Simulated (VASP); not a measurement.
# LiBeTe: single point with LDA

Crystal: LiBeTe.

```
Te Li Be
1.0
     4.14563    0.00000    0.00000
     0.00000    4.14563    0.00000
     0.00000    0.00000    6.87695
Te Li Be
2 2 2
Direct
  0.00000 0.50000 0.77830
  0.50000 0.00000 0.22170
  0.00000 0.50000 0.35300
  0.50000 0.00000 0.64700
  0.00000 0.00000 0.00000
  0.50000 0.50000 0.00000
```

The cell was built by a generator and needn't be a form met in nature.

```
Program                : VASP 6.6.1
Task                   : single point
Functional             : LDA
Potentials or basis    : VASP PAW LDA potentials, release 64 (Te, Li_sv, Be)
Cutoff                 : 520 eV
k mesh                 : 4 × 4 × 3, shifted
Occupations            : fermi-dirac, width 0.1 eV
Spin                   : no spin polarisation
Dipole correction      : no
Further INCAR settings : ALGO = Normal; EDIFF = 1e-06; NBANDS = 20
```

```
Largest force          : 0.098 eV/Å
Band gap on the k mesh : none (metal or under the smearing width)
```

Forces in eV/Å, atoms in the order of the input:
```
Te   0.000  0.000 -0.098
Te   0.000  0.000  0.098
Li   0.000  0.000  0.066
Li   0.000  0.000 -0.066
Be   0.000  0.000  0.000
Be   0.000  0.000  0.000
```

Levels at points of the mesh, in eV from the Fermi level:
| k point | band 7 | band 8 | band 9 | band 10 | band 11 | band 12 | band 13 | band 14 | band 15 | band 16 |
| --- | --- | --- | --- | --- | --- | --- | --- | --- | --- | --- |
| (0.12, 0.12, 0.17) | -5.53 | -4.06 | -3.71 | -3.39 | -0.07 | 0.05 | 0.49 | 1.07 | 1.39 | 1.91 |

It took 8.4 s on 1 thread of AMD EPYC 9R45 (Zen 5) (shared host), peak memory 0.15 GiB.

Caveat: the k mesh is coarse (spacing up to 0.38 Å⁻¹), so the values aren't converged. The run has no spin-orbit coupling, so splittings on Te are missing.
